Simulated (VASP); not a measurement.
```
CELL_PARAMETERS angstrom
      2.88755     0.00000     0.00000
      0.00000     2.88755     0.00000
      0.00000     0.00000     2.88755
ATOMIC_POSITIONS crystal
  Zn 0.50000 0.50000 0.50000
  Cu 0.00000 0.00000 0.00000
```

Level of theory: PBE GGA, VASP's PBE PAW potentials (set 64) (plane waves; VASP). Settings: 420 eV cut-off, 15×15×15 Γ-centred mesh, first-order Methfessel-Paxton smearing of 0.050 eV, potentials Zn Cu.

Energy and stress use the plane-wave basis of the starting cell.

Problem. The ions, cell shape and volume are relaxed. Which structure does the run end with?

Solution. 
```
CELL_PARAMETERS angstrom
      2.96237     0.00000     0.00000
      0.00000     2.96237     0.00000
      0.00000     0.00000     2.96237
ATOMIC_POSITIONS crystal
  Zn 0.50000 0.50000 0.50000
  Cu 0.00000 0.00000 0.00000
```
Space group Pm-3m (221), at a tolerance of 0.03 Å.

Problem. How do energy and volume change from the first to the last step?

Solution. The energy (σ→0) changes by -30.2 meV/atom and the volume by +8.0 %, in 3 ionic steps.

| step | E(σ→0) (eV) | max force (eV/Å) | pressure (GPa) | volume (Å³) |
|---|---|---|---|---|
| 1 | -4.9442 | 0.000 | 10.90 | 24.08 |
| 2 | -4.9907 | 0.000 | -4.10 | 27.04 |
| 3 | -5.0046 | 0.000 | 0.03 | 26.00 |

The structure comes from a computed database's ZnCu entry; how it stands against other phases isn't given here. This run relaxes it. Symmetry was kept, so distortions that lower it aren't found. The run is one of a series of settings (EDIFF = 1E-09, EDIFFG = -0.005, ENCUT = 420, IBRION = 2, ISIF = 3, NSW = 50, KPOINTS 15×15×15 Γ-centred mesh against the base run), some of them coarse on purpose. The electron count is odd and the run is not spin-polarised, which forces a metal.
